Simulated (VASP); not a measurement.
A run of VASP 6.6.1:

INCAR

```
PREC = Normal ; ENCUT = 520
EDIFF = 1E-4 ; ISMEAR = 0
SIGMA = 0.15 ; LREAL = F
LASPH = T ; NELM = 60
ALGO = Fast ; ISIF = 3
LWAVE = F ; LCHARG = F
GGA = PE ; IBRION = 2
NSW = 24 ; EDIFFG = -0.08
```

Contents of KPOINTS:

```
regular mesh
0
Gamma
  3 3 4
```

Contents of POSCAR:

```
BeZn2Se3
1.0
    5.9403041500      0.0000000000      0.0000000000
   -2.9701520800      5.1444543000      0.0000000000
    0.0000000000      0.0000000000      3.9121970600
Be Zn Se
1 2 3
Direct
    0.0000000000      0.0000000000      0.0000000000
    0.6666666700      0.3333333300      0.0000000000
    0.3333333300      0.6666666700      0.0000000000
    0.0000000000      0.5000000000      0.5000000000
    0.5000000000      0.5000000000      0.5000000000
    0.5000000000      0.0000000000      0.5000000000
```

Potentials or basis: VASP PAW PBE potentials, release 64 (Be, Zn, Se).

The run is started by

```console
$ cat potpaw_PBE.64/Be/POTCAR potpaw_PBE.64/Zn/POTCAR potpaw_PBE.64/Se/POTCAR > POTCAR
$ mpirun -np 1 vasp_std > vasp.out
```

Hardware: 1 thread of Intel(R) Xeon(R) Platinum 8488C (Sapphire Rapids) (shared host).

**Question.** How long does it take, and how much memory?

**Answer.** Run time: 85 s on 1 thread of Intel(R) Xeon(R) Platinum 8488C (Sapphire Rapids) (shared host), peak memory 0.19 GiB. Counts: scf iterations 63, k points 9, ion steps 9.
